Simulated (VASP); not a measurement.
Here is the system:

```
CELL_PARAMETERS angstrom
     -0.02029     4.99324     4.99536
      4.99324    -0.02029     4.99536
      2.48647     2.48647     0.00000
ATOMIC_POSITIONS crystal
  Ca 0.00000 0.00000 0.00000
  Ca 0.00000 0.50000 0.00000
  Ca 0.50000 0.00000 0.00000
  O  0.23958 0.23958 0.52084
  O  0.22718 0.77282 0.50000
  O  0.77282 0.22718 0.50000
  O  0.76042 0.76042 0.47916
  Ba 0.50000 0.50000 0.00000
```

These are PBEsol GGA, VASP's PBE PAW potentials (set 64) (plane waves; VASP 6.6.1) values and carry that method's errors. Run with 520 eV cut-off, 5×5×9 Γ-centred mesh, tetrahedra with Blöchl corrections, potentials Ca_sv O Ba_sv.

The cores are frozen, which limits the accuracy of field gradients.

Give the principal components of the electric field gradient (V/Å²) and the asymmetry η at each nucleus.

```
atom    Vxx    Vyy    Vzz     η
----  -----  -----  -----  ----
Ca1    10.9    2.8  -13.8  0.59
Ca2    14.6    1.0  -15.6  0.87
Ca3    14.6    1.0  -15.6  0.87
O4     16.0   13.9  -29.9  0.07
O5    -17.7  -12.9   30.6  0.16
O6    -17.7  -12.9   30.6  0.16
O7     16.0   13.9  -29.9  0.07
Ba8   -81.1   -7.7   88.9  0.83
```

The structure was generated: BaCa3O4 was put into an ordered model structure (Cmmm), which need not be its known phase. It was relaxed first.
